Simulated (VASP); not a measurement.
Method: PBEsol GGA, VASP's PBE PAW potentials (set 64) (plane waves; VASP 6.6.1).

The input files of a VASP run:

File POSCAR:
```
Ta
1.6583340
 -1.0000002621   1.0000002621   1.0000002621
  1.0000002621  -1.0000002621   1.0000002621
  1.0000002621   1.0000002621  -1.0000002621
Ta
1
direct
  0.0000000000   0.0000000000   0.0000000000
```

INCAR:
```
# general
SYSTEM =Ta
PREC   =Accurate
ENCUT  =480   # plane-wave cut-off (eV)
LREAL  =.False.   # projection in real space or not
LASPH  =.True.

# electronic loop
EDIFF  =1E-7   # SCF stop (eV)
NELM   =100   # most electronic steps
ALGO   =Normal   # blocked Davidson
LMAXMIX=6

# smearing
ISMEAR =1
SIGMA  =0.1   # width (eV)

# functional
GGA    =PS   # PBEsol

# ions
ISIF   =2   # forces and stress, cell fixed

# output
LWAVE  =.False.
LCHARG =.False.
```

**KPOINTS**
```
K-points
0
Gamma
 14 14 14
```

POTCAR, in this order: Ta_pv (PBE.64 set). Program: vasp_std.

Q: What will the output report for the number of irreducible k-points (NKPTS), number of bands (NBANDS), largest plane-wave count, number of space-group operations, FFT grid (NGX, NGY, NGZ)?

A: 
The number of irreducible k-points (NKPTS) is 104. The number of bands (NBANDS) comes out as 9, the largest plane-wave count is 466 and the number of space-group operations is 48. The FFT grid (NGX, NGY, NGZ) comes out as 24 × 24 × 24.

The compound is Ta in the bcc structure. This cell was strained or had an atom moved on purpose.
